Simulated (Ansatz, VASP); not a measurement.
# Zn in two plane-wave programs

Aim: how closely do two programs agree when they are given the same cell, functional and k mesh? Of the first pair: The structure shown is frame 250 of Ansatz's trajectory.

Method: plane waves, with VASP 6.6.1 beside it; single point at PBE with D3(BJ), in Ansatz 0.2.0.

## (1) The starting structure

The cell holds 48 atoms: 48 Zn. Cell: a = 9.257 Å, b = 9.257 Å, c = 9.257 Å, α = 90.0°, β = 90.0°, γ = 90.0°. As first built, before any earlier steps moved the atoms (in the runner's words): 48 atoms (48 Zn) placed at random at 6.57 g/cm^3 and pushed apart to contact distance.

## (2) Ansatz: dynamics, PBE with D3(BJ)

Ansatz runs on its default PAW (the set named soft_2) files.

One frame of this run of dynamics is then solved in both programs, so the motion causes no difference.

Input file input.yaml:

```yaml
crystal:
  lattice:
    - [9.2567, 0.0, 0.0]
    - [0.0, 9.2567, 0.0]
    - [0.0, 0.0, 9.2567]
  atoms:
    - { symbol: Zn, position: [0.48697, 0.96668, 0.13268] }
    - { symbol: Zn, position: [0.87904, 0.37123, 0.3759] }
    - { symbol: Zn, position: [0.71297, 0.44338, 0.58917] }
    - { symbol: Zn, position: [0.11388, 0.84366, 0.46585] }
    - { symbol: Zn, position: [0.37313, 0.84257, 0.33801] }
    - { symbol: Zn, position: [0.41606, 0.10486, 0.37256] }
    - { symbol: Zn, position: [0.27013, 0.27322, 0.79124] }
    - { symbol: Zn, position: [0.2472, 0.44232, 0.99366] }
    - { symbol: Zn, position: [0.91117, 0.67052, 0.5219] }
    - { symbol: Zn, position: [0.30044, 0.1882, 0.03916] }
    - { symbol: Zn, position: [0.54389, 0.12234, 0.63833] }
    - { symbol: Zn, position: [0.7714, 0.74827, 0.97442] }
    - { symbol: Zn, position: [0.12845, 0.51916, 0.49211] }
    - { symbol: Zn, position: [0.08562, 0.56618, 0.82218] }
    - { symbol: Zn, position: [0.52263, 0.25864, 0.87559] }
    - { symbol: Zn, position: [0.47853, 0.45791, 0.70878] }
    - { symbol: Zn, position: [0.21292, 0.82765, 0.7096] }
    - { symbol: Zn, position: [0.76208, 0.25245, 0.76413] }
    - { symbol: Zn, position: [0.17171, 0.00337, 0.90225] }
    - { symbol: Zn, position: [0.86718, 0.89263, 0.38694] }
    - { symbol: Zn, position: [0.29236, 0.05365, 0.59962] }
    - { symbol: Zn, position: [0.68016, 0.80716, 0.2146] }
    - { symbol: Zn, position: [0.33865, 0.6374, 0.8418] }
    - { symbol: Zn, position: [0.91894, 0.08666, 0.55968] }
    - { symbol: Zn, position: [0.9633, 0.39923, 0.65892] }
    - { symbol: Zn, position: [0.01859, 0.68842, 0.04591] }
    - { symbol: Zn, position: [0.77983, 0.88378, 0.65438] }
    - { symbol: Zn, position: [0.24578, 0.83706, 0.09872] }
    - { symbol: Zn, position: [0.83238, 0.02763, 0.88949] }
    - { symbol: Zn, position: [0.18199, 0.39782, 0.2625] }
    - { symbol: Zn, position: [0.6186, 0.26763, 0.41687] }
    - { symbol: Zn, position: [0.09787, 0.25791, 0.46946] }
    - { symbol: Zn, position: [0.14852, 0.66606, 0.27417] }
    - { symbol: Zn, position: [0.67007, 0.63752, 0.4161] }
    - { symbol: Zn, position: [0.83114, 0.6019, 0.7635] }
    - { symbol: Zn, position: [0.37453, 0.61269, 0.14935] }
    - { symbol: Zn, position: [0.95047, 0.23022, 0.16483] }
    - { symbol: Zn, position: [0.0181, 0.20409, 0.82744] }
    - { symbol: Zn, position: [0.70201, 0.06335, 0.27269] }
    - { symbol: Zn, position: [0.42766, 0.65755, 0.51767] }
    - { symbol: Zn, position: [0.53786, 0.82693, 0.74213] }
    - { symbol: Zn, position: [0.44771, 0.45635, 0.34856] }
    - { symbol: Zn, position: [0.1738, 0.11795, 0.2594] }
    - { symbol: Zn, position: [0.34783, 0.30415, 0.53919] }
    - { symbol: Zn, position: [0.97372, 0.81633, 0.81978] }
    - { symbol: Zn, position: [0.6362, 0.49842, 0.92207] }
    - { symbol: Zn, position: [0.68079, 0.46574, 0.1798] }
    - { symbol: Zn, position: [0.53215, 0.22909, 0.15799] }
kpoints:
  mp_grid: { grid: [1, 1, 1] }
hamiltonian:
  xc: pbe
  dispersion: d3bj
scf:
  occupations: { method: fermi_dirac, width: 0.062 }
output:
  forces: true
  stress: true
md:
  timestep: 4.0
  n_steps: 750
  ensemble: nvt_nose_hoover
  temperature: 1223
  initial_velocities: maxwell_boltzmann
  seed: 7
  temperature_schedule:
    - { n_steps: 93, end_temperature: 1223 }
    - { n_steps: 93, end_temperature: 723 }
```

Started as:

```bash
> ansatz run input.yaml --threads 4 --pin off --max-ram 15360MiB --backend cpu --events-out ev --progress --plain --runs-dir out
```

Numbers of over 12 decimals in the logs are rounded to 6 here.

What it wrote:

```text
Warning: md: disabling space-group detection — thermal motion breaks the input geometry's symmetry, so no spatial operation reduces the k-mesh or symmetrises the density; time reversal is kept, so that k and −k are solved as one point where they differ and the mesh holds both, and exact exchange and, on two spinor components, a DFT+U term hold to it where the run has them: on two components no moment then forms, and  [...]
Warning: output.stress: scf.convergence.dr2_threshold = 4.8e-8 eV (the default of an md: trajectory) is looser than the 4.8e-9 eV advised for a printed stress (1e-10 eV for each atom of the cell: 48). What an SCF threshold leaves in a stress goes as its square root, and in the free energy as the threshold itself, and one threshold admits the most on a small cell: [figures from the program's tests cut] Set scf.converg [...]
Engine: ansatz 0.2.0, aarch64-unknown-linux-gnu
Pseudopotentials: kind: paw
Pseudopotential: Zn, paw, valence charge 12, recommended cutoff 420 eV (normal), Zn.paw.azcp
Functional definition: PBE
  parameter kappa = 0.804
  parameter beta = 0.066725
  exchange = pbe_x(kappa = kappa, mu = beta*pi^2/3)
  correlation = pbe_c(beta = beta)
Crystal: 48 atoms, lattice volume = 793.174 Å³
Basis set: ecut = 420 eV, 15515 PW (Γ), exchange–correlation on 128×128×128 points (8 copies of the dense FFT grid, shifted against one another)
Bands: 346, of which v1, the nominal top of the filled ones, is band 288 counted from 1 (287 counted from 0)
Symmetry: 1 space group operations
k-points: 1
Non-local potential: Zn, projectors of the file, l = 0: 2, l = 1: 2, l = 2: 3, l = 3: 1
PAW form: soft (Blöchl's): semilocal exchange-correlation on the pseudo side does not see the compensation charge
PAW one-centre angular grid: Zn, 590 points (default); XC on 64 Gauss nodes
Initial density: superposition of atomic densities (neutral atoms: chi_scale 0, normalization atom), corrected by the library's trained network
Initial wavefunctions: pseudopotential atomic-orbital guess
Functional: x = pbe(κ = 0.804, μ = 0.219515), c = pbe(β = 0.066725)
SCF iter   1: F=—  HF=-159307.360134 eV  |F-HF|=—  |Δ(HF+E_count)|=         —  Δρ=7.48e-3  dr2=2.74e0  ethr=1.77e-3  ⟨swp⟩=6.0  Hψ=1487  notcnv=0  defer=25
preconditioner: auto → LDOS  [insulator: Δε(μ)=0.219 eV  Ē_g=10.462 eV  σ=0.062 eV  W_gap=0.71  n_scr=250 (ndim 8)  ℏωp=31.6 eV  f_vac=0.022  D(μ)=13.54/eV (n_scr^D=80)  ε∞_Penn≈10.1  β→1.0]
SCF iter   2: F=—  HF=-159307.032131 eV  |F-HF|=—  |Δ(HF+E_count)|=   3.28e-1  Δρ=5.79e-3  dr2=6.06e-1  ethr=4.76e-4  ⟨swp⟩=3.0  Hψ=712  notcnv=0  defer=30
SCF iter   3: F=—  HF=-159306.946067 eV  |F-HF|=—  |Δ(HF+E_count)|=   8.61e-2  Δρ=3.23e-3  dr2=1.38e-1  ethr=1.05e-4  ⟨swp⟩=2.0  Hψ=632  notcnv=0  defer=30
SCF iter   4: F=—  HF=-159306.918187 eV  |F-HF|=—  |Δ(HF+E_count)|=   2.79e-2  Δρ=1.35e-3  dr2=2.69e-2  ethr=2.40e-5  ⟨swp⟩=2.0  Hψ=629  notcnv=0  defer=30
SCF iter   5: F=—  HF=-159306.912866 eV  |F-HF|=—  |Δ(HF+E_count)|=   5.32e-3  Δρ=3.02e-4  dr2=1.19e-3  ethr=4.67e-6  ⟨swp⟩=2.0  Hψ=594  notcnv=0  defer=30
SCF iter   6: F=—  HF=-159306.913159 eV  |F-HF|=—  |Δ(HF+E_count)|=   2.92e-4  Δρ=1.30e-4  dr2=1.97e-4  ethr=2.06e-7  ⟨swp⟩=2.0  Hψ=605  notcnv=0  defer=30
SCF iter   7: F=—  HF=-159306.913255 eV  |F-HF|=—  |Δ(HF+E_count)|=   9.67e-5  Δρ=6.36e-5  dr2=3.08e-5  ethr=3.43e-8  ⟨swp⟩=2.0  Hψ=606  notcnv=0  defer=30
SCF iter   8: F=—  HF=-159306.913740 eV  |F-HF|=—  |Δ(HF+E_count)|=   4.85e-4  Δρ=2.62e-5  dr2=7.02e-6  ethr=5.35e-9  ⟨swp⟩=2.0  Hψ=633  notcnv=0  defer=30
SCF iter   9: F=—  HF=-159306.913741 eV  |F-HF|=—  |Δ(HF+E_count)|=   8.21e-7  Δρ=8.65e-6  dr2=1.09e-6  ethr=1.22e-9  ⟨swp⟩=2.0  Hψ=577  notcnv=0  defer=30
SCF iter  10: F=—  HF=-159306.913741 eV  |F-HF|=—  |Δ(HF+E_count)|=   2.59e-7  Δρ=4.51e-6  dr2=1.79e-7  ethr=1.89e-10  ⟨swp⟩=2.0  Hψ=606  notcnv=0  defer=30
SCF iter  11: F=-159306.913741 eV  HF=-159306.913741 eV  |F-HF|=1.30e-8  |Δ(HF+E_count)|=  4.07e-10  Δρ=1.96e-6  dr2=3.14e-8  ethr=8.33e-12  ⟨swp⟩=4.0  Hψ=1219  notcnv=0
[...]
md step   716: t =  2864.00 fs  T =   754.0 K (target 723.0 K)  F+E_penalty+E_count = -159311.98226745 eV  E_kin = 4.580730 eV  conserved = -159299.49262216 eV  P_inst = 3.0001 GPa  (4 SCF iters, 3 dispersion substeps)
md step   718: t =  2872.00 fs  T =   735.3 K (target 723.0 K)  F+E_penalty+E_count = -159311.84549315 eV  E_kin = 4.466978 eV  conserved = -159299.49253620 eV  P_inst = 3.1267 GPa  (4 SCF iters, 3 dispersion substeps)
md step   720: t =  2880.00 fs  T =   706.2 K (target 723.0 K)  F+E_penalty+E_count = -159311.64503498 eV  E_kin = 4.290033 eV  conserved = -159299.49099024 eV  P_inst = 3.2676 GPa  (8 SCF iters, 3 dispersion substeps)
md step   722: t =  2888.00 fs  T =   681.8 K (target 723.0 K)  F+E_penalty+E_count = -159311.47241897 eV  E_kin = 4.142181 eV  conserved = -159299.48922931 eV  P_inst = 3.3800 GPa  (4 SCF iters, 3 dispersion substeps)
md step   724: t =  2896.00 fs  T =   678.5 K (target 723.0 K)  F+E_penalty+E_count = -159311.42616967 eV  E_kin = 4.121919 eV  conserved = -159299.48938186 eV  P_inst = 3.4221 GPa  (4 SCF iters, 3 dispersion substeps)
md step   726: t =  2904.00 fs  T =   695.2 K (target 723.0 K)  F+E_penalty+E_count = -159311.49882823 eV  E_kin = 4.223384 eV  conserved = -159299.49104093 eV  P_inst = 3.3915 GPa  (4 SCF iters, 3 dispersion substeps)
md step   728: t =  2912.00 fs  T =   716.7 K (target 723.0 K)  F+E_penalty+E_count = -159311.59614586 eV  E_kin = 4.354186 eV  conserved = -159299.49202092 eV  P_inst = 3.3206 GPa  (4 SCF iters, 3 dispersion substeps)
md step   730: t =  2920.00 fs  T =   732.3 K (target 723.0 K)  F+E_penalty+E_count = -159311.65338971 eV  E_kin = 4.448822 eV  conserved = -159299.49166299 eV  P_inst = 3.2401 GPa  (9 SCF iters, 3 dispersion substeps)
md step   732: t =  2928.00 fs  T =   743.4 K (target 723.0 K)  F+E_penalty+E_count = -159311.68158634 eV  E_kin = 4.516143 eV  conserved = -159299.49068888 eV  P_inst = 3.1607 GPa  (5 SCF iters, 3 dispersion substeps)
md step   734: t =  2936.00 fs  T =   758.0 K (target 723.0 K)  F+E_penalty+E_count = -159311.73167458 eV  E_kin = 4.605094 eV  conserved = -159299.49010905 eV  P_inst = 3.0816 GPa  (5 SCF iters, 3 dispersion substeps)
md step   736: t =  2944.00 fs  T =   781.0 K (target 723.0 K)  F+E_penalty+E_count = -159311.83452315 eV  E_kin = 4.744669 eV  conserved = -159299.49082284 eV  P_inst = 3.0050 GPa  (4 SCF iters, 3 dispersion substeps)
md step   738: t =  2952.00 fs  T =   805.4 K (target 723.0 K)  F+E_penalty+E_count = -159311.95017170 eV  E_kin = 4.893192 eV  conserved = -159299.49274741 eV  P_inst = 2.9504 GPa  (4 SCF iters, 3 dispersion substeps)
md step   740: t =  2960.00 fs  T =   814.4 K (target 723.0 K)  F+E_penalty+E_count = -159311.97632795 eV  E_kin = 4.947359 eV  conserved = -159299.49429624 eV  P_inst = 2.9533 GPa  (8 SCF iters, 3 dispersion substeps)
md step   742: t =  2968.00 fs  T =   795.4 K (target 723.0 K)  F+E_penalty+E_count = -159311.83831583 eV  E_kin = 4.832426 eV  conserved = -159299.49379192 eV  P_inst = 3.0333 GPa  (4 SCF iters, 3 dispersion substeps)
md step   744: t =  2976.00 fs  T =   756.4 K (target 723.0 K)  F+E_penalty+E_count = -159311.58225970 eV  E_kin = 4.595446 eV  conserved = -159299.49122880 eV  P_inst = 3.1583 GPa  (4 SCF iters, 3 dispersion substeps)
md step   746: t =  2984.00 fs  T =   724.4 K (target 723.0 K)  F+E_penalty+E_count = -159311.37142476 eV  E_kin = 4.400908 eV  conserved = -159299.48846174 eV  P_inst = 3.2469 GPa  (4 SCF iters, 3 dispersion substeps)
md step   748: t =  2992.00 fs  T =   726.2 K (target 723.0 K)  F+E_penalty+E_count = -159311.36907328 eV  E_kin = 4.412121 eV  conserved = -159299.48828875 eV  P_inst = 3.2242 GPa  (5 SCF iters, 3 dispersion substeps)
[...]
md step   750: t =  3000.00 fs  T =   763.2 K (target 723.0 K)  F+E_penalty+E_count = -159311.58249591 eV  E_kin = 4.636733 eV  conserved = -159299.49092073 eV  P_inst = 3.0883 GPa  (8 SCF iters, 3 dispersion substeps)
SCF converged after 8 iterations
Free energy (F): -159311.582496 eV
Harris-Foulkes:  -159311.582496 eV  (|F-HF|=4.48e-9)
Internal energy: -159311.468625 eV  (E = F + TS)
E sigma→0 (E₀):  -159311.525560 eV
Entropy (-TS):   -0.113871 eV (-2.372 meV/atom)
Fermi energy:    9.722152 eV
--- Per-component energies (eV) ---
  E_band       = 1645.690502
  E_kinetic    = 6312.435403
  E_local      = -81330.023781  (includes V_loc(G=0)·N_el)
  E_nonlocal   = 29271.110018
  E_hartree    = 34329.452920
  E_xc         = -6621.705191
  E_vxc        = -2539.069115  (∫ρ·V_xc dr)
  E_paw        = -87546.686710  (= ΣΔE_a)
  E_vpaw       = -18727.655032  (= ΣTr[D̂ρ^β])
  E_aug_tail   = -0.017452  (compensation charges beyond the density's cutoff)
  E_ewald      = -53708.254810
  E_disp       = -17.779021  (pairwise vdW)
  E_smearing   = -0.113871  (= −TS)
  E_closure    = -0.000000  (closes the sum)
  Σ components = -159311.582496   (vs F -159311.582496, Δ=0.00e0)
--- Forces (eV/Å), atoms counted from 1 ---
  atom   1  Zn     0.12304619     0.25371429    -0.57572775
  atom   2  Zn     0.69683744     0.88875058    -0.05912883
  atom   3  Zn    -0.25716393    -0.66503605    -0.85826504
  atom   4  Zn    -0.16306223     0.28445237     0.02633822
  atom   5  Zn    -0.04122021     0.21598537    -0.09592666
  atom   6  Zn    -0.17137834    -0.03147821     0.20373041
  atom   7  Zn     0.10064920    -0.41352797    -0.05129996
  atom   8  Zn    -0.61642501     0.05648619     1.07810213
  atom   9  Zn     0.13024690     0.13195848    -0.38170470
  atom  10  Zn     0.32796259     0.28870922     0.11749253
  atom  11  Zn    -0.41019366    -0.35097716     0.32566913
  atom  12  Zn    -0.03772195     0.39662077     0.45149660
  atom  13  Zn    -0.05336915     0.67171418    -0.47952315
  atom  14  Zn    -0.42078061     0.09912615    -1.11363150
  atom  15  Zn     0.22384550    -0.32257743     0.65519112
  atom  16  Zn     0.55796472     0.14508444    -0.99161177
  atom  17  Zn    -1.41169227    -1.21480362    -0.20256609
  atom  18  Zn     1.59580734    -0.43442431    -0.49647236
  atom  19  Zn    -0.34861076    -0.27498432    -0.27335605
  atom  20  Zn    -0.57968616     0.65175051     0.89267311
  atom  21  Zn     0.27980014     0.31203276     0.03293517
  atom  22  Zn     0.16696512    -0.35270658     0.62331876
  atom  23  Zn    -0.48182991     0.48229526     0.40337623
  atom  24  Zn     0.19112979    -0.23991800    -0.87883259
[...]
atom  41  Zn     0.32406486     0.73680430    -0.09529254
  atom  42  Zn     1.06677760     0.37430444     0.42167658
  atom  43  Zn     0.04007637    -0.53324832    -0.15717465
  atom  44  Zn    -0.21826700     0.35273513    -0.45492392
  atom  45  Zn     0.40316375     1.72816117    -0.03419983
  atom  46  Zn    -0.68142398    -0.28571504     0.65433491
  atom  47  Zn     0.25854987    -0.11943403    -0.13543030
  atom  48  Zn     2.19947943     0.38586663     1.16598466
  max |Σ_I F_I| component: 6.59e-6 eV/Å
--- Stress (GPa, compression-positive) ---
        2.111169      -0.059468      -1.158563
       -0.059468       3.032077       1.405324
       -1.158563       1.405325       2.208484
  P = ⅓ Tr σ = 2.4506 GPa (24.506 kbar)
--- MD trajectory: 750 steps, t = 0.0 → 3000.0 fs ---
  final state: T = 763.2 K   F+E_penalty+E_count = -159311.58249591 eV   E_kin = 4.636733 eV
  conserved energy: peak-to-peak 3.553e-2 eV (7.403e-4 eV/atom) over 3000.0 fs
```

Reading the cycles: dr2 is the Hartree energy of the density residual (eV), the measure of convergence; HF is the Harris–Foulkes estimate of the energy, which meets the free energy F at convergence.

(Part 1 of 3 ends here.)

[Lines on the potential files, build, host, timing and source positions are cut from VASP's logs without a mark.]

[Logs are printed without paths, hosts, clocks, repeated set-up lines and the standing remarks that a program may print on its own settings, such as how far it seeks lower states.]

[Hosts, paths, dates, database ids (printed as entryN), source tags and the programs' standing remarks are cut or masked in the printed files.]
